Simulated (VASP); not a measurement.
Level of theory: LDA (Ceperley-Alder, Perdew-Zunger), VASP's LDA PAW potentials (set 64) (plane waves; VASP).

A VASP calculation is set up with these files.

**INCAR**
```
SYSTEM = Mg
PREC = Accurate
ENCUT = 300
EDIFF = 1E-6
NELM = 100
ALGO = Normal
LREAL = .FALSE.
LASPH = .TRUE.
ISMEAR = 1
SIGMA = 0.272
LWAVE = .FALSE.
LCHARG = .FALSE.
ISIF = 2
LDIPOL = .TRUE.
IDIPOL = 3
DIPOL = 0.5 0.5 0.5
```

### POSCAR
```
Mg
1
    3.0983620000     0.0000000000     0.0000000000
   -1.5491810000     2.6832600000     0.0000000000
    0.0000000000     0.0000000000    19.7392000000
Mg
4
Direct
  0.0000000000   0.0000000000   0.6960360000
  0.0000000000   0.0000000000   0.4346530000
  0.3333330000   0.6666670000   0.3039640000
  0.6666670000   0.3333330000   0.5653420000
```

### KPOINTS
```
Automatic mesh
0
Gamma
16 16 1
0 0 0
```

POTCAR, in this order: Mg (LDA.64 set). Program: vasp_std.

The run wrote:

**OSZICAR**
```
       N       E                     dE             d eps       ncg     rms          rms(c)
DAV:   1     0.652887302528E+01    0.65289E+01   -0.19118E+03   488   0.432E+02
DAV:   2    -0.657432031398E+01   -0.13103E+02   -0.12618E+02   704   0.516E+01
DAV:   3    -0.673734017882E+01   -0.16302E+00   -0.16150E+00   664   0.868E+00
DAV:   4    -0.673943169756E+01   -0.20915E-02   -0.20852E-02   824   0.849E-01
DAV:   5    -0.673943723540E+01   -0.55378E-05   -0.55378E-05   744   0.423E-02    0.156E+00
DAV:   6    -0.657196543897E+01    0.16747E+00   -0.13093E+00   536   0.319E+00    0.927E-01
DAV:   7    -0.654748941493E+01    0.24476E-01   -0.13117E-01   632   0.140E+00    0.570E-01
DAV:   8    -0.655994737605E+01   -0.12458E-01   -0.34795E-01   648   0.201E+00    0.327E-01
DAV:   9    -0.653613352636E+01    0.23814E-01   -0.27300E-01   728   0.176E+00    0.998E-02
DAV:  10    -0.653575944893E+01    0.37408E-03   -0.55537E-03   616   0.400E-01    0.335E-02
DAV:  11    -0.653577065385E+01   -0.11205E-04   -0.34809E-04   768   0.119E-01    0.169E-02
DAV:  12    -0.653577966762E+01   -0.90138E-05   -0.84668E-05   560   0.370E-02    0.792E-03
DAV:  13    -0.653582659759E+01   -0.46930E-04   -0.24663E-05   648   0.188E-02    0.546E-03
DAV:  14    -0.653591993339E+01   -0.93336E-04   -0.48197E-05   576   0.223E-02    0.342E-03
DAV:  15    -0.653599799171E+01   -0.78058E-04   -0.81315E-06   552   0.900E-03    0.153E-03
DAV:  16    -0.653602999507E+01   -0.32003E-04   -0.46057E-06   568   0.553E-03    0.882E-04
DAV:  17    -0.653603560325E+01   -0.56082E-05   -0.84592E-07   512   0.242E-03    0.250E-04
DAV:  18    -0.653603640720E+01   -0.80395E-06   -0.18027E-07   432   0.115E-03
   1 F= -.65360364E+01 E0= -.65340271E+01  d E =-.602786E-02
```

### OUTCAR
```
------------------------ aborting loop because EDIFF is reached ----------------------------------------
  FORCE on cell =-STRESS in cart. coord.  units (eV):
  Direction    XX          YY          ZZ          XY          YZ          ZX
  --------------------------------------------------------------------------------------
  Total       -0.7002177     -0.7002176      0.2121805      0.0000000     -0.0000000     -0.0000000
  in kB       -6.8362696     -6.8362685      2.0715320      0.0000000     -0.0000000     -0.0000000
  external PRESSURE =      -3.8670020 kB  Pullay stress =       0.0000000 kB
  volume of cell :      164.11
      direct lattice vectors                 reciprocal lattice vectors
     3.098362000  0.000000000  0.000000000     0.322751183  0.186340496  0.000000000
    -1.549181000  2.683260000  0.000000000     0.000000000  0.372680993  0.000000000
     0.000000000  0.000000000 19.739200000     0.000000000  0.000000000  0.050660614
 POSITION                                       TOTAL-FORCE (eV/Angst)
 -----------------------------------------------------------------------------------
      0.00000      0.00000     13.73919         0.000000      0.000000      0.016467
      0.00000      0.00000      8.57970         0.000000      0.000000      0.000692
     -0.00000      1.78884      6.00001        -0.000000      0.000000     -0.035449
      1.54918      0.89442     11.15940        -0.000000     -0.000000      0.018290
 -----------------------------------------------------------------------------------
    total drift:                               -0.000001      0.000000      0.000004
  FREE ENERGIE OF THE ION-ELECTRON SYSTEM (eV)
  ---------------------------------------------------
  free  energy   TOTEN  =        -6.5360364072 eV

  energy  without entropy=       -6.5300085494  energy(sigma->0) =       -6.53402712
```
(Selected blocks of OUTCAR.)

The cell holds a wide vacuum, so values per volume refer to the whole cell.

The cell is a sheet with vacuum, built from a database entry that may be metastable or hypothetical.
